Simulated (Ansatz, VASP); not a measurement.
**GeN: VASP beside Ansatz**

One calculation is typed for both programs; each brings its own data sets. How far apart do they land? The cell is generated by rule, not measured, and may not be a known phase. The cell is taken from a series of runs on this material, whose earlier steps may have relaxed, scaled, displaced or heated it; both programs get it as it stands.

Program: Ansatz 0.2.0. Level of theory: plane waves, with VASP 6.6.1 beside it; zone-centre phonons at PBEsol and zone-centre phonons at PBE with D4. Results are calculated unless marked as measured.

### Step 1. The starting structure

The structure is cubic, space group Fm-3m (No. 225). Conventional cell: a = 4.432 Å, b = 4.432 Å, c = 4.432 Å, α = 90.00°, β = 90.00°, γ = 90.00°. Ge has 6 N at 2.22 Å nearest. Nearest to N lie 6 Ge at 2.22 Å. Farther neighbours and most contacts between anions are not listed.

Structure file:

```xyz
2
Lattice="0.0000 2.2162 2.2162 2.2162 0.0000 2.2162 2.2162 2.2162 0.0000" Properties=species:S:1:pos:R:3 pbc="T T T"
Ge    0.0000    0.0000    0.0000
N     2.2162    2.2162    2.2162
```

### Step 2. VASP: zone-centre phonons, PBEsol

Second derivatives magnify differences that forces hide, and they need a tight electronic threshold.

Lines of VASP's logs that name or quote its potential files are left out, and so is its time.

File INCAR:

```
SYSTEM = GeN
PREC = Accurate
ENCUT = 600
EDIFF = 1E-08
NELM = 120
ISMEAR = 1
SIGMA = 0.2
LREAL = .FALSE.
ALGO = Normal
GGA = PS
NBANDS = 15
LORBIT = 11
LWAVE = .FALSE.
LCHARG = .FALSE.
ISIF = 2
IBRION = 8
LASPH = .TRUE.
GGA_COMPAT = .FALSE.
KPAR = 2
```

File POSCAR:

```
GeN
1.0
    0.0000000000      2.2161724164      2.2161724164
    2.2161724164      0.0000000000      2.2161724164
    2.2161724164      2.2161724164      0.0000000000
Ge N
1 1
Direct
    0.0000000000      0.0000000000      0.0000000000
    0.5000000000      0.5000000000      0.5000000000
```

File KPOINTS:

```
Automatic mesh
0
Gamma
16 16 16
0 0 0
```

PAW data sets: Ge_d and N (PBE family, release 64).

Run with:

```sh
> mpirun -np 2 vasp_std
```

Numbers of over 12 decimals in the logs are rounded to 6 here.

Log:

```text
[banner, memory and clock lines left out]
running    2 mpi-ranks, on    1 nodes
 distrk:  each k-point on    1 cores,    2 groups
 distr:  one band on    1 cores,    1 groups

 POSCAR found type information on POSCAR GeN
 POSCAR found :  2 types and       2 ions
|                                                                             |
|               ----> ADVICE to this user running VASP <----                  |
|                                                                             |
|     You enforced a specific xc type in the INCAR file but a different       |
|     [... a line on the potential file left out ...]
|     I HOPE YOU KNOW WHAT YOU ARE DOING!                                     |
|                                                                             |

 LDA part: xc-table for (Slater+PW92), standard interpolation
 POSCAR, INCAR and KPOINTS ok, starting setup
 FFT: planning ... GRIDC
 FFT: planning ... GRID_SOFT
 FFT: planning ... GRID
 WAVECAR not read
 entering main loop
       N       E                     dE             d eps       ncg     rms          rms(c)
DAV:   1     0.108884172264E+03    0.10888E+03   -0.10479E+04  4900   0.360E+03
DAV:   2    -0.303197213936E+01   -0.11192E+03   -0.10706E+03  5029   0.543E+02
DAV:   3    -0.133776553101E+02   -0.10346E+02   -0.10242E+02  4819   0.106E+02
DAV:   4    -0.135475560069E+02   -0.16990E+00   -0.16972E+00  5463   0.150E+01
DAV:   5    -0.135492734114E+02   -0.17174E-02   -0.17174E-02  5148   0.158E+00    0.586E+00
DAV:   6    -0.125685684024E+02    0.98071E+00   -0.39659E+00  5916   0.224E+01    0.249E+00
DAV:   7    -0.125463642088E+02    0.22204E-01   -0.20207E-01  5162   0.453E+00    0.135E+00
DAV:   8    -0.125367302332E+02    0.96340E-02   -0.33927E-02  5211   0.226E+00    0.380E-01
DAV:   9    -0.125353492971E+02    0.13809E-02   -0.52758E-03  6382   0.932E-01    0.115E-01
DAV:  10    -0.125354050512E+02   -0.55754E-04   -0.24411E-04  5610   0.156E-01    0.358E-02
DAV:  11    -0.125353991836E+02    0.58676E-05   -0.85145E-06  6297   0.610E-02    0.832E-03
DAV:  12    -0.125353990678E+02    0.11588E-06   -0.21855E-06  6562   0.334E-02    0.115E-03
DAV:  13    -0.125353990370E+02    0.30718E-07   -0.12956E-07  5477   0.648E-03    0.492E-04
DAV:  14    -0.125353990072E+02    0.29813E-07   -0.29084E-09  3330   0.750E-04    0.142E-04
DAV:  15    -0.125353989931E+02    0.14169E-07   -0.62992E-10  2742   0.333E-04    0.136E-04
DAV:  16    -0.125353989929E+02    0.21055E-09   -0.31441E-10  2658   0.451E-04
   1 F= -.12535399E+02 E0= -.12535605E+02  d E =0.618066E-03
 Linear response reoptimize wavefunctions to high precision
DAV:   1    -0.125353989933E+02   -0.45429E-09   -0.50627E-11  2840   0.956E-05
DAV:   2    -0.125353989933E+02    0.40018E-10   -0.40116E-12  2602   0.445E-05
 Linear response DOF=           2
 Linear response progress:
  Degree of freedom:   1/  2
       N       E                     dE             d eps       ncg     rms          rms(c)
RMM:   1    -0.181247804541E+00   -0.18125E+00    0.63093E+00 12306   0.528E+01
RMM:   2    -0.186619458827E+00   -0.53717E-02   -0.65126E-03 18693   0.815E-01    0.690E-02
RMM:   3    -0.186328789399E+00    0.29067E-03   -0.17745E-04 19377   0.155E-01    0.403E-02
RMM:   4    -0.185971030097E+00    0.35776E-03   -0.33988E-05 20318   0.644E-02    0.461E-03
RMM:   5    -0.185974010070E+00   -0.29800E-05   -0.22009E-06 20943   0.134E-02    0.148E-03
RMM:   6    -0.185970434120E+00    0.35759E-05   -0.43841E-07 21518   0.473E-03    0.242E-04
RMM:   7    -0.185970938614E+00   -0.50449E-06   -0.88812E-08 21677   0.196E-03    0.551E-05
RMM:   8    -0.185971155845E+00   -0.21723E-06   -0.29621E-07 21947   0.950E-04    0.464E-05
RMM:   9    -0.185971289667E+00   -0.13382E-06   -0.57077E-07 22254   0.528E-04    0.364E-05
RMM:  10    -0.185971546036E+00   -0.25637E-06   -0.48186E-07 22071   0.325E-04    0.742E-06
RMM:  11    -0.185971540422E+00    0.56144E-08   -0.44707E-07 22062   0.210E-04    0.724E-06
RMM:  12    -0.185971555443E+00   -0.15021E-07   -0.33636E-07 18693   0.144E-04    0.955E-06
RMM:  13    -0.185971551685E+00    0.37584E-08   -0.23289E-07 14169   0.104E-04    0.135E-05
RMM:  14    -0.185971465696E+00    0.85989E-07   -0.17056E-07 20943   0.851E-05    0.273E-05
RMM:  15    -0.185971556795E+00   -0.91099E-07   -0.13815E-07 20859   0.680E-05    0.162E-05
RMM:  16    -0.185971674888E+00   -0.11809E-06   -0.11433E-07 22107   0.607E-05    0.808E-07
RMM:  17    -0.185971732439E+00   -0.57551E-07   -0.82054E-08 21764   0.505E-05    0.674E-06
RMM:  18    -0.185971718387E+00    0.14053E-07   -0.58753E-08 16698   0.424E-05    0.441E-06
RMM:  19    -0.185971695744E+00    0.22643E-07   -0.43846E-08 18256   0.398E-05    0.104E-06
RMM:  20    -0.185971688866E+00    0.68781E-08   -0.33680E-08 14261   0.368E-05    0.216E-07
 first order change of Fermi-energy  -0.39973E-03
 force on displaced ion       1 direction 1 :   1.586   0.000   0.000
 Linear response progress:
  Degree of freedom:   2/  2
       N       E                     dE             d eps       ncg     rms          rms(c)
RMM:   1    -0.221980555575E+00   -0.22198E+00    0.16516E-01 21000   0.262E+00
RMM:   2    -0.222833427544E+00   -0.85287E-03   -0.44192E-03 18673   0.577E-01    0.108E-01
RMM:   3    -0.223547589387E+00   -0.71416E-03   -0.18330E-04 18757   0.986E-02    0.629E-02
RMM:   4    -0.224509538086E+00   -0.96195E-03   -0.11691E-04 19360   0.660E-02    0.139E-02
RMM:   5    -0.224503353531E+00    0.61846E-05   -0.32493E-06 19461   0.150E-02    0.261E-03
RMM:   6    -0.224487462482E+00    0.15891E-04   -0.54814E-08 19132   0.175E-03    0.103E-03
RMM:   7    -0.224480389359E+00    0.70731E-05   -0.54670E-09 19813   0.576E-04    0.456E-05
RMM:   8    -0.224480541276E+00   -0.15192E-06   -0.43461E-09 18953   0.113E-04    0.263E-05
RMM:   9    -0.224480471883E+00    0.69393E-07   -0.65840E-09 19751   0.533E-05    0.856E-06
RMM:  10    -0.224480385632E+00    0.86251E-07   -0.27248E-09 19217   0.407E-05    0.213E-06
RMM:  11    -0.224480395118E+00   -0.94859E-08   -0.97826E-09 14814   0.346E-05    0.100E-07
 first order change of Fermi-energy   0.15793E-02
 force on displaced ion       2 direction 1 :   1.584   0.000   0.000
 Linear response finished
```

From OUTCAR (step 2):

```text
ion  position               nearest neighbor table
   1  0.000  0.000  0.000-   2 2.22   2 2.22   2 2.22   2 2.22   2 2.22   2 2.22
   2  0.500  0.500  0.500-   1 2.22   1 2.22   1 2.22   1 2.22   1 2.22   1 2.22

  LATTYP: Found a face centered cubic cell.
 ALAT       =     4.4323448328

 Subroutine GETGRP returns: Found 48 space group operations
 (whereof 48 operations were pure point group operations)

The static configuration has the point symmetry O_h .

 Found    145 irreducible k-points:

   k-points           NKPTS =    145   k-points in BZ     NKDIM =    145   number of bands    NBANDS=     15

   dimension x,y,z NGX =    28 NGY =   28 NGZ =   28
   dimension x,y,z NGXF=    56 NGYF=   56 NGZF=   56

   ENCUT  =  600.0 eV  44.10 Ry    6.64 a.u.   6.26  6.26  6.26*2*pi/ulx,y,z

   NELECT =      19.0000    total number of electrons

 k-points in reciprocal lattice and weights: Automatic mesh
   0.00000000  0.00000000  0.00000000       0.000
   0.06250000  0.00000000  0.00000000       0.002
   0.12500000  0.00000000  0.00000000       0.002
   0.18750000  0.00000000  0.00000000       0.002
   0.25000000  0.00000000  0.00000000       0.002
   0.31250000  0.00000000  0.00000000       0.002
   0.37500000  0.00000000  0.00000000       0.002
   0.43750000  0.00000000  0.00000000       0.002
   0.50000000  0.00000000  0.00000000       0.001
[...]
-0.31250000  0.50000000  0.18750000       0.003
  -0.25000000  0.50000000  0.25000000       0.001

 average (electrostatic) potential at core
       1 -70.7762       2 -60.7982

  Total        0.0040623      0.0040623      0.0040623     -0.0000000      0.0000000     -0.0000000
  in kB        0.2989770      0.2989770      0.2989770     -0.0000000      0.0000000     -0.0000000
  external PRESSURE =       0.2989770 kB  Pullay stress =       0.0000000 kB

  energy-cutoff  :      600.00
  volume of cell :       21.77
      direct lattice vectors                 reciprocal lattice vectors
     0.000000000  2.216172416  2.216172416    -0.225614215  0.225614215  0.225614215
     2.216172416  0.000000000  2.216172416     0.225614215 -0.225614215  0.225614215
     2.216172416  2.216172416  0.000000000     0.225614215  0.225614215 -0.225614215

 POSITION                                       TOTAL-FORCE (eV/Angst)
 -----------------------------------------------------------------------------------
      0.00000      0.00000      0.00000        -0.000000      0.000000     -0.000000
      2.21617      2.21617      2.21617         0.000000     -0.000000      0.000000
 -----------------------------------------------------------------------------------
    total drift:                                0.000000      0.000000      0.000000

 Eigenvectors and eigenvalues of the dynamical matrix
 ----------------------------------------------------

   1 f  =    0.001321 THz     0.008302 2PiTHz    0.044072 cm-1     0.005464 meV
             X         Y         Z           dx          dy          dz
      0.000000  0.000000  0.000000     0.000000   -0.915520    0.000000
      2.216172  2.216172  2.216172     0.000000   -0.402273    0.000000

   2 f  =    0.001321 THz     0.008302 2PiTHz    0.044072 cm-1     0.005464 meV
             X         Y         Z           dx          dy          dz
      0.000000  0.000000  0.000000    -0.915520    0.000000    0.000000
      2.216172  2.216172  2.216172    -0.402273    0.000000    0.000000

   3 f  =    0.001321 THz     0.008302 2PiTHz    0.044072 cm-1     0.005464 meV
             X         Y         Z           dx          dy          dz
      0.000000  0.000000  0.000000     0.000000    0.000000   -0.915520
      2.216172  2.216172  2.216172     0.000000    0.000000   -0.402273

   4 f/i=    5.743666 THz    36.088515 2PiTHz  191.588063 cm-1    23.753882 meV
             X         Y         Z           dx          dy          dz
      0.000000  0.000000  0.000000     0.000000    0.402273    0.000000
      2.216172  2.216172  2.216172     0.000000   -0.915520    0.000000

   5 f/i=    5.743666 THz    36.088515 2PiTHz  191.588063 cm-1    23.753882 meV
             X         Y         Z           dx          dy          dz
      0.000000  0.000000  0.000000     0.000000    0.000000   -0.402273
      2.216172  2.216172  2.216172     0.000000    0.000000    0.915520

   6 f/i=    5.743666 THz    36.088515 2PiTHz  191.588063 cm-1    23.753882 meV
             X         Y         Z           dx          dy          dz
      0.000000  0.000000  0.000000    -0.402273    0.000000    0.000000
      2.216172  2.216172  2.216172     0.915520    0.000000    0.000000

 ELASTIC MODULI CONTR FROM IONIC RELAXATION (kBar)
 Direction    XX          YY          ZZ          XY          YZ          ZX
 --------------------------------------------------------------------------------
 XX           0.0000      0.0000      0.0000      0.0000      0.0000      0.0000
 YY           0.0000      0.0000      0.0000      0.0000      0.0000      0.0000
 ZZ           0.0000      0.0000      0.0000      0.0000      0.0000      0.0000
 XY           0.0000      0.0000      0.0000      0.0000      0.0000      0.0000
 YZ           0.0000      0.0000      0.0000      0.0000      0.0000      0.0000
 ZX           0.0000      0.0000      0.0000      0.0000      0.0000      0.0000
 --------------------------------------------------------------------------------
```

[end of part 1 of 2]

[Lines on the potential files, build, host, timing and source positions are cut from VASP's logs without a mark.]

[Logs are printed without paths, hosts, clocks, repeated set-up lines and the standing remarks that a program may print on its own settings, such as how far it seeks lower states.]

[Hosts, paths, dates, database ids (printed as entryN), source tags and the programs' standing remarks are cut or masked in the printed files.]
